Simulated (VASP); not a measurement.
```yaml
crystal:
  lattice:
    - [1.64303, -2.84580, 0.00000]
    - [1.64303, 2.84580, 0.00000]
    - [0.00000, 0.00000, 5.26632]
  atoms:
    - { symbol: Zn, position: [0.66667, 0.33333, 0.50027] }
    - { symbol: Zn, position: [0.33333, 0.66667, 0.00027] }
    - { symbol: O, position: [0.66667, 0.33333, 0.88173] }
    - { symbol: O, position: [0.33333, 0.66667, 0.38173] }
```

These are revTPSS meta-GGA, VASP's PBE PAW potentials (set 64) (plane waves; VASP) values and carry that method's errors. Numerical set-up: 520 eV cut-off, 8×8×4 Γ-centred mesh, Gaussian smearing of 0.050 eV, potentials Zn O.

Task: Give the stress tensor in GPa (positive for a compressed cell).

Result: 
```
-3.90   0.00   0.00
 0.00  -3.90   0.00
 0.00   0.00  -3.77
```
The pressure is its mean diagonal, -3.86 GPa.

The compound is ZnO in the wurtzite structure. This cell is one point of a volume scan, at 1.03 of the reference volume.
